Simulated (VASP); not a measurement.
All values below come from G0W0 on PBE orbitals, VASP's PBE PAW potentials (set 64) (plane waves; VASP 6.6.1).

A VASP calculation is set up with these files.

**INCAR**
```
NBANDSGW=13
LASPH=T   ! aspherical one-centre terms
LCHARG=F
NELMGW=1
ALGO=EVGW0
LREAL=F
ENCUTGW=200
NBANDS=160
NOMEGA=64
ISMEAR=0
ENCUT=500   ! plane-wave cut-off (eV)
LWAVE=F
GGA=PE   ! PBE
PREC=Normal
SYSTEM=LiF
LSPECTRALGW=T
SIGMA=0.01   ! width (eV)
```

### KPOINTS
```
Automatic mesh
0
Gamma
4 4 4
0 0 0
```

File POSCAR:
```
LiF
1.0
  0.0000000000   2.0150000000   2.0150000000
  2.0150000000   0.0000000000   2.0150000000
  2.0150000000   2.0150000000   0.0000000000
Li F
1 1
direct
  0.0000000000   0.0000000000   0.0000000000
  0.5000000000   0.5000000000   0.5000000000
```

POTCAR, in this order: Li_sv_GW F_GW_new (PBE.64 set). Program: vasp_std. Read from the step before: WAVECAR, WAVEDER.

The run wrote:

OSZICAR:
```
energies w=
    0.000    0.000    1.061    0.000    2.119    0.000    3.173    0.000
    4.220    0.000    5.259    0.000    6.286    0.000    7.303    0.000
    8.306    0.000    9.296    0.000   10.273    0.000   11.237    0.000
   12.187    0.000   13.124    0.000   14.050    0.000   14.965    0.000
   15.870    0.000   16.767    0.000   17.657    0.000   18.542    0.000
   19.423    0.000   20.303    0.000   21.183    0.000   22.064    0.000
   22.951    0.000   23.843    0.000   24.745    0.000   25.657    0.000
   26.584    0.000   27.528    0.000   28.493    0.000   29.481    0.000
   30.496    0.000   31.543    0.000   32.626    0.000   33.750    0.000
   34.922    0.000   36.147    0.000   37.434    0.000   38.790    0.000
   40.226    0.000   41.753    0.000   43.384    0.000   45.136    0.000
   47.026    0.000   49.077    0.000   51.315    0.000   53.773    0.000
   56.491    0.000   59.517    0.000   62.915    0.000   66.763    0.000
   71.162    0.000   76.246    0.000   82.193    0.000   89.250    0.000
   97.760    0.000  108.223    0.000  121.395    0.000  138.473    0.000
  161.473    0.000  194.070    0.000  243.766    0.000  328.597    0.000
NQ=   1    0.0000    0.0000    0.0000,
 performed        132000 updates of chi_q(r,r)
NQ=   2    0.2500    0.0000    0.0000,
 performed        414000 updates of chi_q(r,r)
NQ=   3    0.5000    0.0000    0.0000,
 performed        621000 updates of chi_q(r,r)
NQ=   4    0.2500    0.2500    0.0000,
 performed        874000 updates of chi_q(r,r)
NQ=   5    0.5000    0.2500    0.0000,
 performed       1222000 updates of chi_q(r,r)
NQ=   6   -0.2500    0.2500    0.0000,
 performed       1529000 updates of chi_q(r,r)
NQ=   7    0.5000    0.5000    0.0000,
 performed       1719000 updates of chi_q(r,r)
NQ=   8   -0.2500    0.5000    0.2500,
 performed       1976000 updates of chi_q(r,r)
 resolving degeneracies of screened two electron integrals
```

OUTCAR:
```


 k-point   1 :       0.0000    0.0000    0.0000
  band No.  KS-energies  QP-energies   sigma(KS)   V_xc(KS)     V^pw_x(r,r')   Z            occupation Imag(sigma)

      1     -41.9117     -51.7183     -38.9206     -27.4914     -43.2619       0.8580       2.0000       0.1657
      2     -20.9728     -25.3116     -28.0100     -22.5374     -36.7299       0.7928       2.0000       1.1270
      3      -1.0130      -3.9121     -26.4592     -22.8826     -30.7306       0.8106       2.0000       0.1247
      4      -1.0130      -3.9121     -26.4592     -22.8826     -30.7306       0.8106       2.0000       0.1247
      5      -1.0130      -3.9121     -26.4592     -22.8826     -30.7306       0.8106       2.0000       0.1247
      6       8.0324       9.5880      -9.7535     -11.5192      -6.5421       0.8810       0.0000      -0.0700
      7      22.9071      25.0711      -7.2693      -9.7979      -2.9406       0.8558       0.0000      -0.1716
      8      22.9071      25.0711      -7.2693      -9.7979      -2.9406       0.8558       0.0000      -0.1716
      9      22.9071      25.0711      -7.2693      -9.7979      -2.9406       0.8558       0.0000      -0.1716
     10      23.3081      24.8407      -6.6545      -8.4189      -2.6763       0.8686       0.0000      -0.1837
     11      23.3081      24.8407      -6.6545      -8.4189      -2.6763       0.8686       0.0000      -0.1837
     12      23.3081      24.8407      -6.6545      -8.4189      -2.6763       0.8686       0.0000      -0.1837
     13      26.2810      27.1905      -5.5455      -6.5939      -1.0665       0.8675       0.0000      -0.5532

 k-point   2 :       0.2500    0.0000    0.0000
  band No.  KS-energies  QP-energies   sigma(KS)   V_xc(KS)     V^pw_x(r,r')   Z            occupation Imag(sigma)

      1     -41.8824     -51.7087     -38.9882     -27.5436     -43.3117       0.8586       2.0000       0.1476
      2     -20.7646     -24.9921     -28.1577     -22.7254     -36.8859       0.7782       2.0000       1.0888
      3      -2.3821      -5.5150     -24.6927     -20.8139     -28.8664       0.8077       2.0000       0.1357
      4      -1.1287      -4.0510     -26.3498     -22.7407     -30.6245       0.8097       2.0000       0.1255
      5      -1.1287      -4.0510     -26.3498     -22.7407     -30.6245       0.8097       2.0000       0.1255
      6       9.3004      10.9760      -9.7630     -11.6743      -6.5210       0.8766       0.0000      -0.0723
      7      16.9106      18.7233      -8.5640     -10.6666      -4.7842       0.8621       0.0000      -0.1105
      8      19.5108      21.4583      -6.9277      -9.1621      -3.0017       0.8716       0.0000      -0.1095
      9      19.5108      21.4583      -6.9277      -9.1621      -3.0017       0.8716       0.0000      -0.1095
     10      25.9937      27.5907      -6.8179      -8.7115      -2.3414       0.8433       0.0000      -0.3319
     11      26.5028      28.1258      -6.9636      -8.8546      -2.6811       0.8582       0.0000      -0.3024
     12      26.5028      28.1258      -6.9636      -8.8546      -2.6811       0.8582       0.0000      -0.3024
     13      34.2017      36.6478      -8.5625     -11.2848      -3.7172       0.8985       0.0000      -0.8292

 k-point   3 :       0.5000    0.0000    0.0000
  band No.  KS-energies  QP-energies   sigma(KS)   V_xc(KS)     V^pw_x(r,r')   Z            occupation Imag(sigma)

      1     -41.8540     -51.7088     -39.0568     -27.5972     -43.3626       0.8600       2.0000       0.1294
      2     -20.5432     -24.6271     -28.3425     -22.9501     -37.0781       0.7573       2.0000       1.0512
      3      -3.5269      -6.8634     -23.5883     -19.4449     -27.7827       0.8053       2.0000       0.1521
      4      -1.2404      -4.1855     -26.2598     -22.6207     -30.5420       0.8093       2.0000       0.1265
      5      -1.2404      -4.1855     -26.2598     -22.6207     -30.5420       0.8093       2.0000       0.1265
      6       9.7474      11.3128      -7.7078      -9.4753      -4.3401       0.8856       0.0000      -0.0724
      7      15.6929      17.8837     -11.9274     -14.5230      -8.1931       0.8441       0.0000      -0.1165
      8      17.8594      19.7577      -6.7345      -8.8942      -2.9486       0.8789       0.0000      -0.0924
      9      17.8594      19.7577      -6.7345      -8.8942      -2.9486       0.8789       0.0000      -0.0924
     10      29.4633      30.8778      -7.0980      -8.7233      -2.4048       0.8703       0.0000      -0.6338
     11      29.9990      31.8056      -8.3937     -10.4695      -3.3947       0.8703       0.0000      -0.7728
     12      29.9990      31.8056      -8.3937     -10.4695      -3.3947       0.8703       0.0000      -0.7728
     13      32.4487      34.6072      -7.2943      -9.6519      -2.8888       0.9155       0.0000      -0.6710

 k-point   4 :       0.2500    0.2500    0.0000
  band No.  KS-energies  QP-energies   sigma(KS)   V_xc(KS)     V^pw_x(r,r')   Z            occupation Imag(sigma)

      1     -41.8747     -51.7083     -39.0046     -27.5602     -43.3265       0.8593       2.0000       0.1447
      2     -20.6693     -24.8300     -28.2609     -22.8378     -36.9863       0.7672       2.0000       1.0699
      3      -2.4430      -5.5585     -24.4246     -20.5704     -28.5450       0.8083       2.0000       0.1350
      4      -1.5205      -4.5078     -25.8049     -22.1081     -30.0580       0.8081       2.0000       0.1287
      5      -1.5205      -4.5078     -25.8049     -22.1081     -30.0580       0.8081       2.0000       0.1287
      6      10.3654      12.2106     -11.0781     -13.2054      -7.8738       0.8674       0.0000      -0.0761
      7      17.7290      19.0355      -6.1504      -7.6452      -2.4397       0.8741       0.0000      -0.1085
      8      18.6882      20.5756      -7.3500      -9.5091      -3.4994       0.8741       0.0000      -0.1012
      9      19.5761      21.6625      -8.2337     -10.6697      -4.1669       0.8565       0.0000      -0.1301
     10      19.5761      21.6625      -8.2337     -10.6697      -4.1669       0.8565       0.0000      -0.1301
     11      31.9935      33.9146      -6.7881      -8.9103      -2.2530       0.9052       0.0000      -0.6182
     12      31.9935      33.9146      -6.7881      -8.9103      -2.2530       0.9052       0.0000      -0.6182
     13      32.6362      34.7682      -7.4770      -9.7843      -3.1114       0.9241       0.0000      -0.5699

 k-point   5 :       0.5000    0.2500    0.0000
  band No.  KS-energies  QP-energies   sigma(KS)   V_xc(KS)     V^pw_x(r,r')   Z            occupation Imag(sigma)

      1     -41.8474     -51.7246     -39.0653     -27.6112     -43.3739       0.8623       2.0000       0.1298
      2     -20.4146     -24.5021     -28.5202     -23.1292     -37.2447       0.7582       2.0000       1.0263
      3      -3.3778      -6.6607     -23.4544     -19.3886     -27.5994       0.8074       2.0000       0.1488
      4      -2.1733      -5.2731     -24.8480     -21.0207     -29.0356       0.8099       2.0000       0.1339
      5      -1.6408      -4.6515     -25.6941     -21.9692     -29.9513       0.8083       2.0000       0.1299
      6      11.9320      13.7807      -9.7174     -11.8432      -6.3482       0.8697       0.0000      -0.0812
      7      14.8016      16.7480      -9.7325     -11.9939      -6.1424       0.8607       0.0000      -0.0980
      8      17.6805      19.6010      -8.6492     -10.8641      -4.8394       0.8670       0.0000      -0.1022
      9      18.5603      20.6496      -8.0567     -10.4781      -4.1080       0.8629       0.0000      -0.1117
     10      23.0037      24.6978      -7.3354      -9.3223      -3.0978       0.8526       0.0000      -0.2181
     11      31.9310      34.0714      -7.5488      -9.8982      -2.8994       0.9110       0.0000      -0.7759
     12      32.6633      34.6734      -7.7407      -9.9327      -2.9770       0.9170       0.0000      -0.8528
     13      35.7932      38.2186      -8.3841     -11.1114      -3.5378       0.8893       0.0000      -0.9751

 k-point   6 :      -0.2500    0.2500    0.0000
  band No.  KS-energies  QP-energies   sigma(KS)   V_xc(KS)     V^pw_x(r,r')   Z            occupation Imag(sigma)

      1     -41.8557     -51.6998     -39.0499     -27.5955     -43.3601       0.8594       2.0000       0.1326
      2     -20.5187     -24.6107     -28.3947     -22.9958     -37.1229       0.7579       2.0000       1.0449
      3      -2.8746      -6.0944     -24.1658     -20.1816     -28.3358       0.8082       2.0000       0.1420
      4      -2.3394      -5.4541     -24.5826     -20.7242     -28.7593       0.8073       2.0000       0.1359
      5      -1.2560      -4.2008     -26.2148     -22.5741     -30.4896       0.8089       2.0000       0.1265
      6      11.0512      12.8566      -9.6460     -11.7162      -6.3054       0.8721       0.0000      -0.0782
      7      14.7583      16.6460      -9.2085     -11.3889      -5.6384       0.8658       0.0000      -0.0945
      8      18.4143      20.4511      -9.2952     -11.6658      -5.3738       0.8592       0.0000      -0.1159
      9      18.4302      20.4187      -7.0967      -9.3711      -3.2326       0.8743       0.0000      -0.0998
     10      27.8969      29.4294      -6.7260      -8.4968      -2.4330       0.8654       0.0000      -0.3665
     11      28.0346      29.7638      -6.6472      -8.6614      -2.1210       0.8585       0.0000      -0.4228
     12      28.0502      29.7690      -7.7285      -9.6829      -3.0960       0.8795       0.0000      -0.5770
     13      35.9299      38.3344      -7.8870     -10.6127      -3.3758       0.8821       0.0000      -0.6286

 k-point   7 :       0.5000    0.5000    0.0000
  band No.  KS-energies  QP-energies   sigma(KS)   V_xc(KS)     V^pw_x(r,r')   Z            occupation Imag(sigma)

      1     -41.8384     -51.7152     -39.0711     -27.6219     -43.3820       0.8627       2.0000       0.1302
      2     -20.2779     -24.3518     -28.7090     -23.3220     -37.4252       0.7562       2.0000       1.0007
      3      -4.0107      -7.3569     -22.5586     -18.4138     -26.6633       0.8073       2.0000       0.1582
...
```
(Selected blocks of OUTCAR.)

The mesh is coarse and the basis finite, so the quasiparticle values are not converged.

The compound is LiF in the rock salt structure. The cell was not relaxed at this level. The k-mesh is coarse (spacing up to 0.68 per Å, 2π included), so the numbers may not be converged in it.
